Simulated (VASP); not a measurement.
Data:

```yaml
crystal:
  lattice:
    - [0.00000, 1.73574, 1.73574]
    - [1.73574, 0.00000, 1.73574]
    - [1.73574, 1.73574, 0.00000]
  atoms:
    - { symbol: Ni, position: [0.00000, 0.00000, 0.00000], spin: 0.8 }
```

The numbers are results of r2SCAN+rVV10, VASP's PBE PAW potentials (set 64) (plane waves; VASP 6.6.1), not measurements. Settings: 520 eV cut-off, 20×20×20 Γ-centred mesh, tetrahedra with Blöchl corrections, potentials Ni.

Give the spin-up energies of bands 1 to 6 at the high-symmetry points, in eV from the Fermi level.

```json
[
 {"band": "1", "Γ": "-9.72", "X": "-5.32", "U": "-4.62", "L": "-5.52", "W": "-4.38"},
 {"band": "2", "Γ": "-3.05", "X": "-4.93", "U": "-4.37", "L": "-2.98", "W": "-3.70"},
 {"band": "3", "Γ": "-3.05", "X": "-0.97", "U": "-2.67", "L": "-2.98", "W": "-3.70"},
 {"band": "4", "Γ": "-3.05", "X": "-0.97", "U": "-1.52", "L": "-1.06", "W": "-1.76"},
 {"band": "5", "Γ": "-1.69", "X": "-0.94", "U": "-1.24", "L": "-1.06", "W": "-0.97"},
 {"band": "6", "Γ": "-1.69", "X": "2.48", "U": "5.91", "L": "-0.51", "W": "8.06"}
]
```

Give the spin-down energies of bands 1 to 6 at the high-symmetry points, in eV from the Fermi level.

| band | Γ | X | U | L | W |
|---|---|---|---|---|---|
| 1 | -9.98 | -4.92 | -4.09 | -4.86 | -3.92 |
| 2 | -1.74 | -3.92 | -3.50 | -2.07 | -2.70 |
| 3 | -1.74 | -0.16 | -1.65 | -2.07 | -2.70 |
| 4 | -1.74 | 0.55 | -0.79 | -0.73 | -1.05 |
| 5 | -0.95 | 0.55 | 0.26 | 0.17 | 0.55 |
| 6 | -0.95 | 2.22 | 6.16 | 0.17 | 8.29 |

It has no gap at this level: it comes out as a metal or semimetal.

The compound is Ni in the fcc structure. It was relaxed first.
